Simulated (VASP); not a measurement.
A convergence study with VASP on CdI$_{2}$ (1T layered): one setting is varied, all else stays as given below, so the limit is that of these other settings.

```yaml
crystal:
  lattice:
    - [2.12000, -3.67195, 0.00000]
    - [2.12000, 3.67195, 0.00000]
    - [0.00000, 0.00000, 6.86000]
  atoms:
    - { symbol: Cd, position: [0.00000, 0.00000, 0.00000] }
    - { symbol: I, position: [0.33333, 0.66667, 0.24900] }
    - { symbol: I, position: [0.66667, 0.33333, 0.75100] }
```

Level of theory: PBE GGA, VASP's PBE PAW potentials (set 64) (plane waves; VASP). The tightest run used: 550 eV cut-off, 11×11×6 Monkhorst-Pack mesh, Gaussian smearing of 0.050 eV, potentials Cd I.

Question: The settings run are 1×1×1 mesh; 2×2×1 mesh; 3×3×2 mesh; 4×4×2 mesh; 5×5×3 mesh; 6×6×3 mesh; 7×7×4 mesh; 8×8×5 mesh; 9×9×5 mesh; 10×10×6 mesh; 11×11×6 mesh. From which on does the stress (every component) stay within 0.1 GPa of the tightest run?

Answer: From 4×4×2 mesh on: it is off by 0.06 there and by no more than 0.1 in any finer run, while 3×3×2 mesh is off by 0.97.
| setting | E (eV/atom) | pressure (GPa) | irreducible k-points | difference judged (GPa) |
|---|---|---|---|---|
| 1×1×1 mesh | 1.0870 | 22.09 | 1 | 24.36 |
| 2×2×1 mesh | -1.9336 | 1.02 | 2 | 1.04 |
| 3×3×2 mesh | -1.7809 | 2.67 | 4 | 0.97 |
| 4×4×2 mesh | -1.8302 | 2.02 | 10 | 0.06 |
| 5×5×3 mesh | -1.8255 | 2.10 | 12 | 0.06 |
| 6×6×3 mesh | -1.8275 | 2.06 | 33 | 0.02 |
| 7×7×4 mesh | -1.8276 | 2.06 | 24 | 0.00 |
| 8×8×5 mesh | -1.8277 | 2.06 | 92 | 0.00 |
| 9×9×5 mesh | -1.8277 | 2.06 | 50 | 0.00 |
| 10×10×6 mesh | -1.8277 | 2.06 | 165 | 0.00 |
| 11×11×6 mesh | -1.8277 | 2.06 | 78 | 0.00 |

Left out are rungs that failed or repeat a setting and relaxations that didn't move; long series are thinned to 24 rows.

The compound is CdI2 in the 1T layered structure. The cell was not relaxed at this level.
